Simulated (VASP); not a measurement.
Given:

```yaml
crystal:
  lattice:
    - [4.75398, 0.00000, 0.00000]
    - [-2.37699, 4.11707, 0.00000]
    - [0.00000, 0.00000, 8.36485]
  atoms:
    - { symbol: Cs, position: [0.00000, 0.00000, 0.00000] }
    - { symbol: Cs, position: [0.00000, 0.00000, 0.50000] }
    - { symbol: Cl, position: [0.33333, 0.66667, 0.25000] }
    - { symbol: Cl, position: [0.66667, 0.33333, 0.75000] }
```

The numbers are results of PBEsol GGA, VASP's PBE PAW potentials (set 64) (plane waves; VASP), not measurements. Settings: 400 eV cut-off, Gaussian smearing of 0.050 eV, potentials Cs_sv Cl.

Unless said otherwise, spin-orbit coupling is left out, though it shifts the bands of the heavy elements here.

Task: Give the energies of bands 6 to 19 at the high-symmetry points, in eV from the valence-band maximum.

Result: 
| band | Γ | M | K | A | L | H |
|---|---|---|---|---|---|---|
| 6 | -5.77 | -6.12 | -5.97 | -5.84 | -6.06 | -6.08 |
| 7 | -5.77 | -5.91 | -5.97 | -5.71 | -5.91 | -5.95 |
| 8 | -5.64 | -5.90 | -5.95 | -5.71 | -5.91 | -5.95 |
| 9 | -5.64 | -5.73 | -5.95 | -5.71 | -5.82 | -5.84 |
| 10 | -5.61 | -5.50 | -5.49 | -5.71 | -5.82 | -5.84 |
| 11 | -0.82 | -0.82 | -0.62 | -0.51 | -0.45 | -0.62 |
| 12 | -0.44 | -0.63 | -0.47 | -0.51 | -0.45 | -0.62 |
| 13 | -0.44 | -0.49 | -0.47 | -0.27 | -0.35 | -0.27 |
| 14 | -0.13 | -0.13 | -0.33 | -0.27 | -0.35 | -0.27 |
| 15 | -0.10 | -0.08 | -0.33 | -0.27 | -0.28 | -0.18 |
| 16 | -0.10 | -0.07 | 0.00 | -0.27 | -0.28 | -0.18 |
| 17 | 4.81 | 5.50 | 6.65 | 5.85 | 6.12 | 7.03 |
| 18 | 5.77 | 6.67 | 6.65 | 5.85 | 6.12 | 7.03 |
| 19 | 7.18 | 7.04 | 6.80 | 6.89 | 7.65 | 7.32 |

The gap is indirect, 4.81 eV, from the valence maximum at K to the conduction minimum at Γ.

The structure was generated: CsCl was put into the NiAs type type (P6_3/mmc), which need not be its known phase. It was relaxed first, which changed the volume by -19 %.
